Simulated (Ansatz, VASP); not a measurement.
## Cross-check of BeCd between VASP and Ansatz

One calculation is typed for both programs; each brings its own data sets. How far apart do they land? The cell is generated by rule, not measured, and may not be a known phase. The cell is taken from a series of runs on this material, whose earlier steps may have relaxed, scaled, displaced or heated it; both programs get it as it stands.

Program: Ansatz 0.2.0. Level of theory: plane waves, with VASP 6.6.1 beside it; zone-centre phonons at PBEsol. Results are calculated unless marked as measured.

The structure was built from a prototype and need not be the compound's stable phase.

## Step 1: The starting structure

The structure is cubic, space group Pm-3m (No. 221). Conventional cell: a = 3.061 Å, b = 3.061 Å, c = 3.061 Å, α = 90.00°, β = 90.00°, γ = 90.00°. Nearest to Be lie 8 Cd at 2.65 Å. Nearest to Cd lie 8 Be at 2.65 Å. Farther neighbours are not listed.

Coordinates:

```cif
data_structure
_symmetry_space_group_name_H-M 'Pm-3m'
_symmetry_Int_Tables_number 221
_cell_length_a 3.0606
_cell_length_b 3.0606
_cell_length_c 3.0606
_cell_angle_alpha 90.000
_cell_angle_beta 90.000
_cell_angle_gamma 90.000
_cell_volume 28.67
loop_
_atom_site_label
_atom_site_type_symbol
_atom_site_symmetry_multiplicity
_atom_site_Wyckoff_symbol
_atom_site_fract_x
_atom_site_fract_y
_atom_site_fract_z
_atom_site_occupancy
Be1 Be 1 a 0.00000 0.00000 0.00000 1
Cd1 Cd 1 b 0.50000 0.50000 0.50000 1
```

## Step 2: Ansatz: zone-centre phonons, PBEsol

Ansatz runs on norm-conserving files, of PseudoDojo where its log says so.

Second derivatives magnify differences that forces hide, and they need a tight electronic threshold.

input.yaml

```yaml
crystal:
  lattice:
    - [3.060635456, 0.0, 0.0]
    - [0.0, 3.060635456, 0.0]
    - [0.0, 0.0, 3.060635456]
  atoms:
    - { symbol: Be, position: [0.0, 0.0, 0.0] }
    - { symbol: Cd, position: [0.5, 0.5, 0.5] }
kpoints:
  mp_grid: { grid: [16, 16, 16] }
hamiltonian:
  xc: pbesol
  pseudopotentials: { kind: nc, accuracy: standard }
scf:
  occupations: { method: methfessel_paxton, width: 0.2 }
output:
  eigenvalues: true
phonons:
  method: dfpt
  qmesh: [2, 2, 2]
  temperatures: { t_max: 1000, t_step: 50 }
  qpath:
    path:
      - [[0.0, 0.0, 0.0], [0.0, 0.5, 0.0], [0.5, 0.5, 0.0], [0.0, 0.0, 0.0], [0.5, 0.5, 0.5], [0.0, 0.5, 0.0]]
      - [[0.5, 0.5, 0.5], [0.5, 0.5, 0.0]]
    npoints: 10
```

Run with:

```bash
ansatz run input.yaml --threads 4 --pin off --max-ram 7168MiB --backend cpu --events-out ev --progress --plain --runs-dir out
```

Numbers of over 12 decimals in the logs are rounded to 6 here.

Log:

```text
Engine: ansatz 0.2.0, aarch64-unknown-linux-gnu
Pseudopotentials: kind: nc
Pseudopotential: Be, nc, valence charge 4, recommended cutoff 1197.300995 eV (normal), Be.nc.azcp (PseudoDojo's, or run here from an input of PseudoDojo's; its table is named by hamiltonian.pseudopotentials.accuracy)
Pseudopotential: Cd, nc, valence charge 20, recommended cutoff 1387.780699 eV (normal), Cd.nc.azcp (PseudoDojo's, or run here from an input of PseudoDojo's; its table is named by hamiltonian.pseudopotentials.accuracy)
Functional definition: PBEsol
  exchange = pbesol_x
  correlation = pbesol_c
Crystal: 2 atoms, lattice volume = 28.670 Å³
Basis set: ecut = 1387.780699 eV, 3407 PW (Γ), exchange–correlation on 80×80×80 points (8 copies of the dense FFT grid, shifted against one another)
Bands: 16, of which v1, the nominal top of the filled ones, is band 12 counted from 1 (11 counted from 0)
Symmetry: 48 space group operations
k-points: 165 of 4096
Non-local potential: Be, projectors of the file, l = 0: 2, l = 1: 2
Non-local potential: Cd, projectors of the file, l = 0: 2, l = 1: 2, l = 2: 2
Initial density: superposition of atomic densities (chi_scale 0.1, normalization cell, long waves kept (reshape's long-wave potential 0.00 eV rms))
Initial wavefunctions: pseudopotential atomic-orbital guess
Functional: x = pbesol(κ = 0.804, μ = 0.123457), c = pbesol(β = 0.046)
SCF iter   1: F=—  HF=-5144.888884 eV  |F-HF|=—  |Δ(HF+E_count)|=         —  Δρ=5.70e-2  dr2=1.25e0  ethr=3.10e-3  ⟨swp⟩=6.2  Hψ=15181  notcnv=0
preconditioner: auto → none  [metal: Δε(μ)=0.021 eV  Ē_g=12.228 eV  σ=0.200 eV  W_gap=0.09  n_scr=6 (ndim 8)  ℏωp=25.9 eV  f_vac=0.000  D(μ)=0.71/eV (n_scr^D=6)  sad-step TF]
SCF iter   2: F=—  HF=-5144.566683 eV  |F-HF|=—  |Δ(HF+E_count)|=   3.22e-1  S|Δr|=    0.00e0  Δρ=2.59e-2  dr2=2.40e-1  ethr=3.10e-3  ⟨swp⟩=2.7  Hψ=5648  notcnv=0  defer=5
SCF iter   3: F=—  HF=-5144.480043 eV  |F-HF|=—  |Δ(HF+E_count)|=   8.66e-2  S|Δr|=    0.00e0  Δρ=5.39e-3  dr2=6.39e-3  ethr=1.00e-3  ⟨swp⟩=2.1  Hψ=4399  notcnv=0  defer=6
SCF iter   4: F=—  HF=-5144.478629 eV  |F-HF|=—  |Δ(HF+E_count)|=   1.41e-3  S|Δr|=    0.00e0  Δρ=1.53e-3  dr2=2.18e-4  ethr=2.66e-5  ⟨swp⟩=2.1  Hψ=4799  notcnv=0  defer=6
SCF iter   5: F=—  HF=-5144.478624 eV  |F-HF|=—  |Δ(HF+E_count)|=   5.20e-6  S|Δr|=    0.00e0  Δρ=1.90e-4  dr2=2.85e-6  ethr=9.10e-7  ⟨swp⟩=2.7  Hψ=4778  notcnv=0  defer=6
SCF iter   6: F=—  HF=-5144.478629 eV  |F-HF|=—  |Δ(HF+E_count)|=   5.68e-6  S|Δr|=    0.00e0  Δρ=3.56e-5  dr2=7.37e-8  ethr=1.19e-8  ⟨swp⟩=2.0  Hψ=4575  notcnv=0  defer=6
SCF iter   7: F=—  HF=-5144.478624 eV  |F-HF|=—  |Δ(HF+E_count)|=   5.47e-6  S|Δr|=    0.00e0  Δρ=3.47e-6  dr2=9.90e-10  ethr=3.07e-10  ⟨swp⟩=2.0  Hψ=4547  notcnv=0  defer=6
SCF iter   8: F=—  HF=-5144.478624 eV  |F-HF|=—  |Δ(HF+E_count)|=  1.33e-10  S|Δr|=    0.00e0  Δρ=2.99e-7  dr2=1.25e-11  ethr=4.12e-12  ⟨swp⟩=2.1  Hψ=4652  notcnv=0  defer=6
SCF iter   9: F=-5144.478624 eV  HF=-5144.478624 eV  |F-HF|=1.82e-12  |Δ(HF+E_count)|=  3.64e-12  S|Δr|=    0.00e0  Δρ=4.07e-8  dr2=2.69e-13  ethr=1.00e-12  ⟨swp⟩=7.7  Hψ=16097  notcnv=0
SCF 1 converged in 9 iterations: F = -5144.478624 eV  dr2 = 2.69e-13
Initial density: read from a saved state, or passed on in memory by an earlier SCF of this step, an earlier step, the calling program or the single point that the run made first
iter 1 solved again at ethr=2.11e-7 eV; its pass at ethr=3.10e-3 eV (dr2=5.06e-5 eV) is discarded
SCF iter   1: F=—  HF=-5144.478630 eV  |F-HF|=—  |Δ(HF+E_count)|=         —  Δρ=1.58e-6  dr2=2.47e-10  ethr=2.11e-7  ⟨swp⟩=4.0  Hψ=25348  notcnv=0
eigensolver tolerance schedule: the retry pair's looser diagonalisation over-reported the residual by 204404.99 of it (diagonalisation noise at an unbounded share of the residual, at the tolerance the schedule requests for it); recorded, not acted on — ethr = c·dr2/N_el stays at c = 1.0e-1
preconditioner: auto → none  [metal: Δε(μ)=0.013 eV  Ē_g=13.270 eV  σ=0.200 eV  W_gap=0.05  n_scr=6 (ndim 8)  ℏωp=25.9 eV  f_vac=0.000  D(μ)=0.73/eV (n_scr^D=6)]
SCF iter   2: F=—  HF=-5144.478624 eV  |F-HF|=—  |Δ(HF+E_count)|=   6.37e-6  S|Δr|=    0.00e0  Δρ=1.16e-6  dr2=2.02e-10  ethr=1.03e-12  ⟨swp⟩=5.0  Hψ=8945  notcnv=0
SCF iter   3: F=—  HF=-5144.478624 eV  |F-HF|=—  |Δ(HF+E_count)|=  5.55e-11  S|Δr|=    0.00e0  Δρ=5.93e-7  dr2=4.01e-11  ethr=1.00e-12  ⟨swp⟩=2.2  Hψ=4145  notcnv=0
SCF iter   4: F=—  HF=-5144.478624 eV  |F-HF|=—  |Δ(HF+E_count)|=  9.09e-12  S|Δr|=    0.00e0  Δρ=4.21e-7  dr2=1.82e-11  ethr=1.00e-12  ⟨swp⟩=1.0  Hψ=2640  notcnv=0
SCF iter   5: F=—  HF=-5144.478624 eV  |F-HF|=—  |Δ(HF+E_count)|=  3.64e-12  S|Δr|=    0.00e0  Δρ=3.27e-7  dr2=1.05e-11  ethr=1.00e-12  ⟨swp⟩=3.8  Hψ=7379  notcnv=0
SCF iter   6: F=-5144.478624 eV  HF=-5144.478624 eV  |F-HF|=5.46e-12  |Δ(HF+E_count)|=  9.09e-13  S|Δr|=    0.00e0  Δρ=2.82e-7  dr2=7.97e-12  ethr=1.00e-12  ⟨swp⟩=1.3  Hψ=3436  notcnv=0
SCF 2 converged in 6 iterations: F = -5144.478624 eV  dr2 = 7.97e-12
phonons: the bands overlap, so this run is a metal and interpolates without the dipole-dipole term. If the crystal is really an insulator or semiconductor, its LO-TO splitting is missing
NSCF: frozen V_eff on 165 k-points
NSCF: frozen V_eff on 405 k-points
DFPT response loops at q = (0, 0, 0) (fractional): preconditioner auto → Kerker (q_TF=auto, 2.649 Å⁻¹) (partly filled bands, converged f_vac=0.000); β = 1.00, the filter's whole step (`scf.mixing.beta` (0.50) is not read by the response loops under this deck's `scf.mixing.preconditioner`; to damp them name `kerker` or `kerker_dos`, under which they read `scf.mixing.beta`, and type it under 1.00, their step now; both keys bind the ground state too); Broyden in place of MSR1
NSCF: frozen V_eff on 1458 k-points
DFPT response loops at q = (0, 0, -0.5) (fractional): mixed as the last ones told, above
NSCF: frozen V_eff on 1458 k-points
DFPT response loops at q = (0, -0.5, -0.5) (fractional): mixed as the last ones told, above
NSCF: frozen V_eff on 810 k-points
DFPT response loops at q = (-0.5, -0.5, -0.5) (fractional): mixed as the last ones told, above
SCF converged after 9 iterations
Stability not checked: this state was not tested for a lower state beside it, because cold or Methfessel-Paxton smearing, or corrected tetrahedra, fill the levels in a way that the test cannot read (fill_not_monotonic; see scf.lower_state_search)
Free energy (F): -5144.478624 eV
Harris-Foulkes:  -5144.478624 eV  (|F-HF|=1.82e-12)
Internal energy: -5144.477630 eV  (E = F + TS)
E sigma→0 (E₀):  -5144.478375 eV
Entropy (-TS):   -0.000994 eV (-0.497 meV/atom)
Fermi energy:    14.514879 eV
--- Per-component energies (eV) ---
  E_band       = -568.997604
  E_kinetic    = 1899.123897
  E_local      = -4515.829743  (includes V_loc(G=0)·N_el)
  E_nonlocal   = -164.327405
  E_hartree    = 1433.821814
  E_xc         = -718.862437
  E_vxc        = -655.608012  (∫ρ·V_xc dr)
  E_ewald      = -3078.403755
  E_smearing   = -0.000994  (= −TS)
  E_closure    = 0.000000  (closes the sum)
  Σ components = -5144.478624   (vs F -5144.478624, Δ=0.00e0)
--- Band table (eV; the first three rows and the last of 165) ---
  k-point 0: bands = [... 8 lower, 5.1196, 5.1196, 5.1196, 17.0316, 17.0316, 17.0316, 23.1648, 23.1648]
  k-point 1: bands = [... 8 lower, 5.1010, 5.1010, 5.1212, 16.6031, 17.1141, 17.1141, 23.1749, 23.4403]
  k-point 2: bands = [... 8 lower, 5.0487, 5.0487, 5.1258, 15.5854, 17.3572, 17.3572, 23.2045, 23.5848]
  k-point 164: bands = [... 8 lower, 5.5686, 5.5686, 15.9665, 15.9665, 15.9665, 15.9778, 15.9778, 15.9778]
--- Phonons (Γ-DFPT): 2 representative perturbations + reference (Σ response iterations 6) ---
  ASR residual: 1.779e-4 → 0.000e0 eV/Å²; symmetrization residual: 4.152e-6 eV/Å²
  ASR residual per site (eV/Å²): 9.43e-6 1.78e-4
  Γ frequencies (cm⁻¹): 0.00 0.00 0.00 287.79 287.79 287.79
--- Phonons (arbitrary-q DFPT): 4 irreducible q on the 2×2×2 mesh ---
  q = [0.0000, 0.0000, 0.0000] (star 1, of the zone-centre solve; hermiticity 3.27e-6, symmetrization 3.02e-14): -0.00 -0.00 0.00 287.79 287.79 287.79
  q = [0.0000, 0.0000, -0.5000] (star 3, 4 solved perturbations in 2268 linear systems a pass and spin channel, the states on 729 of 4096 k-point pairs; hermiticity 2.62e-13, symmetrization 8.44e-13, the responses' own estimated error 3.9e-5 eV/Å²): 69.89 69.89 143.27 265.61 265.61 288.97
  q = [0.0000, -0.5000, -0.5000] (star 3, 4 solved perturbations in 2268 linear systems a pass and spin channel, the states on 729 of 4096 k-point pairs; hermiticity 3.60e-6, symmetrization 6.36e-14, the responses' own estimated error 6.4e-5 eV/Å²): -136.83 -136.83 81.90 264.22 264.22 350.56
  q = [-0.5000, -0.5000, -0.5000] (star 1, 2 solved perturbations on 405 of 4096 k-point pairs; hermiticity 1.05e-12, symmetrization 5.93e-12, the responses' own estimated error 5.2e-5 eV/Å²): 100.11 100.11 100.11 116.62 116.62 116.62
  sum rule: each row above includes the acoustic sum rule's correction from the zone centre's row sums; it moved no ω² by more than (0.66 cm⁻¹)²
  mesh force constants: q→R imaginary residual 3.37e-17; ASR residual 1.779e-4 → 0.000e0 eV/Å²; symmetrization residual 3.109e-15 eV/Å²
  interpolated dispersion: 62 rows × 6 modes
  density of states and harmonic sums: on the 20×20×20 q-mesh, interpolated from the force constants of a 2×2×2 supercell (no non-analytic term)
  largest difference from the sums on the solved wave vectors: F 2.71e-2 eV, S 2.89e-5 and C_V 5.35e-6 eV/K
  zero-point energy: 0.058342 eV/cell   skipped modes (ω ≤ 0): 314, of them read as no rigid motion or as one in doubt: 311 (1.156e0 modes/cell left out, lowest -136.83 cm⁻¹)   left out of the sums: 1.93e-1 of the cell's modes: C_V's classical limit lies that fraction below 3 k_B per atom; for a crystal, a wire or a layer, F and S can be off by more, and a phonons.interpolated_qmesh denser along its periods is the remedy for the sampling
```

The column dr2 measures how far the density is from self-consistency, as an energy; F and HF (Harris–Foulkes) agree once it is small.

(Part 1 of 2 ends here.)

[Lines on the potential files, build, host, timing and source positions are cut from VASP's logs without a mark.]

[Logs are printed without paths, hosts, clocks, repeated set-up lines and the standing remarks that a program may print on its own settings, such as how far it seeks lower states.]

[Hosts, paths, dates, database ids (printed as entryN), source tags and the programs' standing remarks are cut or masked in the printed files.]
